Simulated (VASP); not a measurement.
The cell holds one Ca (fcc) (100) slab, with vacuum along c, ions free to move until forces fall under 0.03 eV/Å, no reconstruction beyond this cell, dipole correction on.

Consider the following.

```xyz
4
Lattice="3.8582 0.0000 0.0000 0.0000 3.8582 0.0000 0.0000 0.0000 25.5801" Properties=species:S:1:pos:R:3 pbc="T T T"
Ca     0.0000     1.9291     8.7060
Ca     1.9291     0.0000    11.4118
Ca     0.0000     1.9291    14.1683
Ca     1.9291     0.0000    16.8742
```

All values below come from PBEsol GGA, VASP's PBE PAW potentials (set 64) (plane waves; VASP 6.6.1). Numerical set-up: 400 eV cut-off, 7×7×1 Γ-centred mesh, first-order Methfessel-Paxton smearing of 0.10 eV, potentials Ca_sv.

Slab and bulk use different k-meshes, so the surface energy is good to a few per cent at best.

```
Property                                                    Result
------------------------  ----------------------------------------
surface energy                                           0.50 J/m²
work function                                              2.82 eV
band gap (on the k-mesh)  none (metal, semimetal or under 0.01 eV)
```

The cell is a thin slab with vacuum, built from Ca (fcc): (100) face.
